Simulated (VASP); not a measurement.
Runs of VASP 6.6.1 on GdO. Symmetry: F-43m, No. 216, cubic system. The conventional cell has a = 5.400 Å, b = 5.400 Å, c = 5.400 Å, α = 90.00°, β = 90.00°, γ = 90.00°. Gd (site symmetry -43m) is surrounded by 4 O at 2.34 Å. Around O (site symmetry -43m) lie 4 Gd at 2.34 Å. The cell comes from a database or a generator and needn't be the stable form of this composition.

| level | spin | U | fixed moment (μB) | gap on the mesh (eV) | pressure (GPa) | moment (μB) |
| --- | --- | --- | --- | --- | --- | --- |
| PBEsol+U | collinear, random start | Gd f U = 4 eV | - | none | -3.9 | 7.86 |
| PBEsol+U | collinear, ferromagnetic start | Gd f U = 4 eV | 2 | - | -3.2 | 2.00 |
| PBEsol+U | collinear, zero start | Gd f U = 4 eV | - | - | -3.9 | 7.86 |
| PBEsol+U | off | Gd f U = 4 eV | - | 0.43 | -4.1 | - |
| PBEsol+U | collinear, ferromagnetic start | Gd f U = 5 eV | 1 | - | -3.3 | 1.00 |
| PBEsol+U | collinear, ferromagnetic start | Gd f U = 4 eV | - | none | -4.0 | 7.86 |
| PBE+U | collinear, ferromagnetic start | Gd f U = 8 eV | - | none | 0.1 | (b) |
| PBEsol+U | collinear, ferromagnetic start | Gd f U = 5 eV | - | none | (c) | (a) |

Alike in all rows: task single point; potentials or basis VASP PAW PBE potentials, release 64 (Gd, O); cell as given; k mesh 6 × 6 × 6; cutoff (eV) 520; smearing gaussian 0.05 eV.

Task: Estimate the missing entries.

Result: (a) 7.88; (b) 7.92; (c) -3.8.

Caveats: spin-orbit coupling is left out, which moves the levels of the heavy elements; the PAW data sets were made with another functional, which shifts forces and pressure a little (some runs); a cell with one magnetic atom can't hold antiferromagnetic order, which such compounds often take (some runs); the moment is held away from its start (some runs); the total moment is fixed, so each spin has its own Fermi level (some runs); the bands computed are all filled at some k points, so no gap is given (some runs).

A k mesh can miss the band edges, and the runs leave out spin-orbit coupling on Gd.

A gap of «none» marks a metal or a gap under the smearing width.
